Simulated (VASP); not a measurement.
Output of a VASP run:

**OSZICAR**
```
       N       E                     dE             d eps       ncg     rms          rms(c)
DAV:   1     0.215366612953E+02    0.21537E+02   -0.47830E+03  7244   0.143E+03
DAV:   2    -0.603000818931E+01   -0.27567E+02   -0.26411E+02  7115   0.164E+02
DAV:   3    -0.643492328970E+01   -0.40492E+00   -0.40397E+00  8086   0.260E+01
DAV:   4    -0.643860835565E+01   -0.36851E-02   -0.36847E-02  7944   0.216E+00
DAV:   5    -0.643869268745E+01   -0.84332E-04   -0.84330E-04  8056   0.285E-01    0.108E+01
DAV:   6    -0.568262727222E+01    0.75607E+00   -0.14574E+01  7386   0.637E+01    0.531E+00
DAV:   7    -0.544404617493E+01    0.23858E+00   -0.20673E+00  7416   0.229E+01    0.224E+00
DAV:   8    -0.542509819145E+01    0.18948E-01   -0.24413E-02  9893   0.187E+00    0.984E-01
DAV:   9    -0.542313803995E+01    0.19602E-02   -0.12690E-03 10381   0.348E-01    0.257E-01
DAV:  10    -0.542272222178E+01    0.41582E-03   -0.44810E-04  9192   0.172E-01    0.356E-02
DAV:  11    -0.542272836338E+01   -0.61416E-05   -0.10735E-05  8908   0.428E-02    0.300E-02
DAV:  12    -0.542272941377E+01   -0.10504E-05   -0.13833E-06  4476   0.144E-02    0.499E-03
DAV:  13    -0.542272974929E+01   -0.33552E-06   -0.34828E-07  3606   0.588E-03
   1 F= -.35470331E+01 E0= -.35471796E+01  d E =-.354703E+01  mag=     0.6074
       N       E                     dE             d eps       ncg     rms          rms(c)
DAV:   1    -0.661351484558E+01   -0.11908E+01   -0.22867E+01  7340   0.811E+01    0.104E+01
DAV:   2    -0.548987694858E+01    0.11236E+01   -0.15497E+01  7332   0.675E+01    0.375E+00
DAV:   3    -0.525941193582E+01    0.23047E+00   -0.16526E+00  7334   0.216E+01    0.159E+00
DAV:   4    -0.523285870437E+01    0.26553E-01   -0.18330E-02  8587   0.122E+00    0.817E-01
DAV:   5    -0.522659438128E+01    0.62643E-02   -0.91914E-03  9432   0.831E-01    0.292E-01
DAV:   6    -0.522678056045E+01   -0.18618E-03   -0.47845E-04  7948   0.312E-01    0.114E-01
DAV:   7    -0.522678079241E+01   -0.23195E-06   -0.14391E-05  8805   0.600E-02    0.497E-02
DAV:   8    -0.522677283356E+01    0.79588E-05   -0.33076E-06  5990   0.269E-02    0.470E-03
DAV:   9    -0.522677283947E+01   -0.59135E-08   -0.12405E-07  3555   0.420E-03
   2 F= -.35182503E+01 E0= -.35184511E+01  d E =0.287828E-01  mag=     0.6003
       N       E                     dE             d eps       ncg     rms          rms(c)
DAV:   1    -0.599190683851E+01   -0.76513E+00   -0.10496E+01  7292   0.593E+01    0.659E+00
DAV:   2    -0.552773880471E+01    0.46417E+00   -0.82197E+00  7369   0.431E+01    0.300E+00
DAV:   3    -0.538813840391E+01    0.13960E+00   -0.99899E-01  7335   0.171E+01    0.122E+00
DAV:   4    -0.537580749044E+01    0.12331E-01   -0.85051E-03  8078   0.947E-01    0.638E-01
DAV:   5    -0.537411124967E+01    0.16962E-02   -0.40944E-03  9521   0.549E-01    0.129E-01
DAV:   6    -0.537412880409E+01   -0.17554E-04   -0.90793E-05  8089   0.123E-01    0.682E-02
DAV:   7    -0.537415941788E+01   -0.30614E-04   -0.99933E-06  7691   0.537E-02    0.247E-02
DAV:   8    -0.537416122179E+01   -0.18039E-05   -0.13379E-06  4698   0.165E-02    0.476E-03
DAV:   9    -0.537416120783E+01    0.13965E-07   -0.13101E-07  3560   0.433E-03
   3 F= -.35575091E+01 E0= -.35576783E+01  d E =-.104760E-01  mag=     0.6043
```

OUTCAR:
```
------------------------ aborting loop because EDIFF is reached ----------------------------------------
  FORCE on cell =-STRESS in cart. coord.  units (eV):
  Direction    XX          YY          ZZ          XY          YZ          ZX
  --------------------------------------------------------------------------------------
  Total        1.8073988      1.8073988      1.8073988      0.0000000      0.0000000      0.0000000
  in kB      298.4719130    298.4719130    298.4719130      0.0000000      0.0000000      0.0000000
  external PRESSURE =      -1.5280870 kB  Pullay stress =     300.0000000 kB
  volume of cell :        9.70
      direct lattice vectors                 reciprocal lattice vectors
     0.000000000  1.692818384  1.692818384    -0.295365412  0.295365412  0.295365412
     1.692818384 -0.000000000  1.692818384     0.295365412 -0.295365412  0.295365412
     1.692818384  1.692818384 -0.000000000     0.295365412  0.295365412 -0.295365412
 POSITION                                       TOTAL-FORCE (eV/Angst)
 -----------------------------------------------------------------------------------
      0.00000      0.00000      0.00000         0.000000      0.000000      0.000000
 -----------------------------------------------------------------------------------
    total drift:                                0.000000     -0.000000     -0.000000
  FREE ENERGIE OF THE ION-ELECTRON SYSTEM (eV)
  ---------------------------------------------------
  free  energy   TOTEN  =        -5.3741612078 eV

  energy  without entropy=       -5.3746686759  energy(sigma->0) =       -5.37433036
  enthalpy is  TOTEN    =        -3.5575090945 eV   P V=        1.8166521133

 total charge

# of ion       s       p       d       tot
------------------------------------------
    1        0.551   0.610   8.379   9.539

 magnetization (x)

# of ion       s       p       d       tot
------------------------------------------
    1       -0.006  -0.025   0.637   0.605

 reached required accuracy - stopping structural energy minimisation
```
(Selected blocks of OUTCAR.)

**POSCAR**
```
Ni
1
    0.0000000000     1.7109630945     1.7109630945
    1.7109630945     0.0000000000     1.7109630945
    1.7109630945     1.7109630945     0.0000000000
Ni
1
Direct
  0.0000000000   0.0000000000   0.0000000000
```

### Question
Reconstruct the remaining input files.

### Answer
Several could match; the one computed here: the input of the run itself, PBE GGA, plane waves, VASP's PBE PAW potentials (set 64).

### INCAR
```
SYSTEM = Ni
PREC = Accurate
ENCUT = 500
EDIFF = 1E-6
NELM = 100
ALGO = Normal
LREAL = .FALSE.
LASPH = .TRUE.
ISMEAR = 1
SIGMA = 0.1
GGA = PE
LMAXMIX = 4
ISPIN = 2
MAGMOM = 0.6
LORBIT = 10
LWAVE = .FALSE.
LCHARG = .FALSE.
IBRION = 2
ISIF = 3
NSW = 40
EDIFFG = -0.02
PSTRESS = 300
```

### KPOINTS
```
K-points
0
gamma
 18 18 18
0 0 0
```

POTCAR, in this order: Ni (PBE.64 set). Program: vasp_std.

Energy and stress use the plane-wave basis of the starting cell.

The compound is Ni in the fcc structure. This run relaxes it under an external pressure of 30 GPa. Symmetry was kept, so distortions that lower it aren't found.
